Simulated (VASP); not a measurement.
Data:

```xyz
4
Lattice="4.3979 0.0000 0.0000 0.0000 3.2968 0.0000 0.0000 0.0000 18.1335" Properties=species:S:1:pos:R:3 pbc="T T T"
P      2.5573     0.0000    10.1235
P      4.0396     1.6484    10.1235
P      1.8406     0.0000     8.0100
P      0.3583     1.6484     8.0100
```

All values below come from PBEsol GGA, VASP's PBE PAW potentials (set 64) (plane waves; VASP). Run with 400 eV cut-off, Gaussian smearing of 0.050 eV, potentials P.

The cell holds a wide vacuum, so values per volume refer to the whole cell.

Task: Give the energies of bands 4 to 13 at the high-symmetry points, in eV from the valence-band maximum.

Result: 
| band | Γ | X | Z | U |
|---|---|---|---|---|
| 4 | -5.88 | -9.51 | -8.67 | -9.88 |
| 5 | -4.83 | -4.85 | -3.17 | -5.09 |
| 6 | -4.47 | -4.85 | -3.17 | -5.09 |
| 7 | -3.56 | -2.79 | -2.62 | -5.00 |
| 8 | -1.94 | -2.79 | -2.62 | -5.00 |
| 9 | -1.79 | -2.10 | -1.04 | -1.36 |
| 10 | -0.01 | -2.10 | -1.04 | -1.36 |
| 11 | 0.71 | 1.25 | 2.04 | 2.38 |
| 12 | 1.43 | 1.25 | 2.04 | 2.38 |
| 13 | 2.66 | 1.85 | 3.40 | 4.33 |

The gap is indirect, 0.71 eV, from the valence maximum at Γ-X at 0.10 to the conduction minimum at Γ.

The cell is a sheet with vacuum, built from a generated structure.
